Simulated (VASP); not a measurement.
Input of a VASP 6.6.1 run:

The input INCAR:

```
SYSTEM = ZrF2
  ALGO = Normal
  DIPOL = 0.5 0.5 0.269
  EDIFF = 1E-6
  ENCUT = 520
  GGA = RP
  IDIPOL = 3
  ISIF = 2
  ISMEAR = -1
  LASPH = .True.
  LCHARG = .True.
  LDIPOL = .True.
  LELF = .True.
  LREAL = .False.
  LVACPOTAV = .True.
  LVHAR = .True.
  LWAVE = .False.
  NELM = 80
  PREC = Accurate
  SIGMA = 0.05
```

The input KPOINTS:

```
k-points
0
Gamma
  10 10 1
  0 0 0
```

The input POSCAR:

```
ZrF2
1.0
    2.9887600000      0.0000000000      0.0000000000
   -1.4943800000      2.5883400000      0.0000000000
    0.0000000000      0.0000000000     29.7132000000
Zr F
1 2
Direct
    0.0000000000      0.0000000000      0.2692400000
    0.6666700000      0.3333300000      0.2193600000
    0.3333300000      0.6666700000      0.3191200000
```

Potentials or basis: VASP PAW PBE potentials, release 64 (Zr_sv, F).

The run is started by

```bash
$ cat potpaw_PBE.64/Zr_sv/POTCAR potpaw_PBE.64/F/POTCAR > POTCAR
$ mpirun -np 1 vasp_std > vasp.out
```

Task: Estimate the work function of the upper face.

Result: 4.84 eV.

Task: Predict the work function of the lower face.

Result: 4.84 eV.

Task: What does it give for the band gap on the k mesh?

Result: None (metal or under the smearing width).

Forces on the atoms (eV/Å):
```
Zr   0.000  0.000  0.000
F    0.000  0.000 -0.276
F    0.000  0.000  0.276
```

Caveat: the PAW data sets were made with another functional, which shifts forces and pressure a little.
